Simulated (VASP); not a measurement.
Output of a VASP run:

File OSZICAR:
```
       N       E                     dE             d eps       ncg     rms          rms(c)
DAV:   1     0.460908727278E+03    0.46091E+03   -0.29499E+04  1352   0.157E+03
DAV:   2    -0.202381838305E+02   -0.48115E+03   -0.47151E+03  1528   0.411E+02
DAV:   3    -0.453655863311E+02   -0.25127E+02   -0.24931E+02  1584   0.822E+01
DAV:   4    -0.459307552825E+02   -0.56517E+00   -0.56350E+00  1539   0.118E+01
DAV:   5    -0.459446740544E+02   -0.13919E-01   -0.13913E-01  1547   0.174E+00    0.373E+01
DAV:   6    -0.438934798796E+02    0.20512E+01   -0.19826E+01  1400   0.242E+01    0.141E+01
DAV:   7    -0.435760005721E+02    0.31748E+00   -0.94584E+00  1404   0.154E+01    0.885E+00
DAV:   8    -0.432258279049E+02    0.35017E+00   -0.16865E+00  1589   0.714E+00    0.330E+00
DAV:   9    -0.432407180836E+02   -0.14890E-01   -0.16254E-01  1651   0.194E+00    0.149E+00
DAV:  10    -0.432306950250E+02    0.10023E-01   -0.73524E-02  1499   0.150E+00    0.293E-01
DAV:  11    -0.432307744610E+02   -0.79436E-04   -0.32311E-03  1526   0.319E-01    0.193E-01
DAV:  12    -0.432307304106E+02    0.44050E-04   -0.25391E-04  1530   0.850E-02    0.971E-02
DAV:  13    -0.432307275761E+02    0.28345E-05   -0.22091E-04  1633   0.778E-02    0.226E-02
DAV:  14    -0.432307282300E+02   -0.65392E-06   -0.20912E-05  1502   0.266E-02    0.212E-02
DAV:  15    -0.432307282096E+02    0.20454E-07   -0.15468E-06  1089   0.773E-03
   1 F= -.37207306E+02 E0= -.37207306E+02  d E =-.372073E+02
```

File OUTCAR:
```
------------------------ aborting loop because EDIFF is reached ----------------------------------------
  FORCE on cell =-STRESS in cart. coord.  units (eV):
  Direction    XX          YY          ZZ          XY          YZ          ZX
  --------------------------------------------------------------------------------------
  Total        5.9891874      5.9891829      6.0971733      0.0000000     -0.0000000      0.0000000
  in kB       99.4316364     99.4315611    101.2244034      0.0000000     -0.0000000      0.0000000
  external PRESSURE =       0.0292003 kB  Pullay stress =     100.0000000 kB
  volume of cell :       96.51
      direct lattice vectors                 reciprocal lattice vectors
     1.553396308 -2.690560311  0.000000000     0.321875363 -0.185834898  0.000000000
     1.553396308  2.690560311  0.000000000     0.321875363  0.185834898  0.000000000
     0.000000000  0.000000000 11.545131971     0.000000000  0.000000000  0.086616593
 POSITION                                       TOTAL-FORCE (eV/Angst)
 -----------------------------------------------------------------------------------
      1.55340      0.89686      2.88628        -0.000000     -0.000000      0.000000
      1.55340     -0.89686      8.65885         0.000000      0.000000      0.000000
      1.55340      0.89686     10.22644         0.000000     -0.000000      0.009242
      1.55340     -0.89686      4.45388        -0.000000      0.000000      0.009242
      1.55340     -0.89686      1.31869         0.000000      0.000000     -0.009242
      1.55340      0.89686      7.09125         0.000000     -0.000000     -0.009242
 -----------------------------------------------------------------------------------
    total drift:                                0.000000      0.001545     -0.000029
  FREE ENERGIE OF THE ION-ELECTRON SYSTEM (eV)
  ---------------------------------------------------
  free  energy   TOTEN  =       -43.2307282096 eV

  energy  without entropy=      -43.2307282096  energy(sigma->0) =      -43.23072821
  enthalpy is  TOTEN    =       -37.2073058732 eV   P V=        6.0234223363

 reached required accuracy - stopping structural energy minimisation
```
(Selected blocks of OUTCAR.)

**POSCAR**
```
MoS2
1
    1.5533963081    -2.6905603109     0.0000000000
    1.5533963081     2.6905603109    -0.0000000000
   -0.0000000000    -0.0000000000    11.5451319710
Mo S
2 4
Direct
  0.3333330000   0.6666670000   0.2500000000
  0.6666670000   0.3333330000   0.7500000000
  0.3333330000   0.6666670000   0.8857796933
  0.6666670000   0.3333330000   0.3857796933
  0.6666670000   0.3333330000   0.1142203067
  0.3333330000   0.6666670000   0.6142203067
```

Write an INCAR and KPOINTS that could have produced this output.

This is not unique; one that fits is the input of the run itself, PBE GGA, plane waves, VASP's PBE PAW potentials (set 64).

File KPOINTS:
```
Automatic mesh
0
Gamma
8 8 2
0 0 0
```

INCAR:
```
LWAVE  =  .FALSE.
ISIF  =  3   ! ions, shape and volume
SIGMA  =  0.05
LREAL  =  .FALSE.   ! projection in real space or not
EDIFFG  =  -0.02
ISMEAR  =  0
NSW  =  40   ! most ionic steps
ALGO  =  Normal   ! blocked Davidson
LMAXMIX  =  4   ! l cut-off of mixed one-centre charges
LCHARG  =  .FALSE.
ENCUT  =  500   ! plane-wave cut-off (eV)
IBRION  =  2   ! conjugate gradients
SYSTEM  =  MoS2
NELM  =  100   ! most electronic steps
EDIFF  =  1E-6
PSTRESS  =  100   ! kbar
GGA  =  PE   ! PBE
LASPH  =  .TRUE.
PREC  =  Accurate
```

POTCAR, in this order: Mo_sv S (PBE.64 set). Program: vasp_std.

Without a dispersion term in the relaxation, distances and binding between the weakly bound layers, chains or molecules are unreliable, and so is what depends on them.

The compound is MoS2 in the 2H layered structure. It was relaxed first under an external pressure of 10 GPa.
